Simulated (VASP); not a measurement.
Runs of VASP 6.6.1 on MoS2. Symmetry: P6_3/mmc, No. 194, hexagonal system. The conventional cell has a = 3.149 Å, b = 3.149 Å, c = 12.089 Å, α = 90.00°, β = 90.00°, γ = 120.00°. Mo (site symmetry -6m2) is surrounded by 6 S at 2.40 Å. Around S (site symmetry 3m) lie 3 Mo at 2.40 Å. 

```csv
task,level,cell,k mesh,cutoff (eV),grid for exact exchange (PRECFOCK),exchange at q = 0,share of exact exchange,gap on the mesh (eV),pressure (GPa),largest force (eV/Å)
relaxation of cell and atoms,PBE+D3(BJ),relaxed,12 × 12 × 3,600,-,-,-,0.80,0.0,-
band structure,PBE,as given,6 × 6 × 2,520,Fast,-,-,0.80,(b),-
band structure,PBE0,as given,6 × 6 × 2,520,Fast,truncated,-,2.01,-1.0,0.54
band structure,PBE-EpsX,as given,6 × 6 × 2,520,Fast,truncated,0.0787,(a),2.5,0.17
```

Alike in all rows: potentials or basis VASP PAW PBE potentials, release 64 (Mo_sv, S); no spin polarisation; smearing gaussian 0.03 eV.

Problem. Fill in the values left out.

Solution. (a) 1.17; (b) 4.1.

Caveats: this functional lacks dispersion, which binds the layers, so the pressure and a relaxed spacing across them are unreliable (some runs); the PAW data sets were made with another functional, which shifts forces and pressure a little (some runs); the relaxation stopped at its first step, so nothing moved (some runs); an odd mesh through Γ misses points on the zone boundary, where band edges often lie (some runs).

A k mesh can miss the band edges, and the runs leave out spin-orbit coupling on Mo.
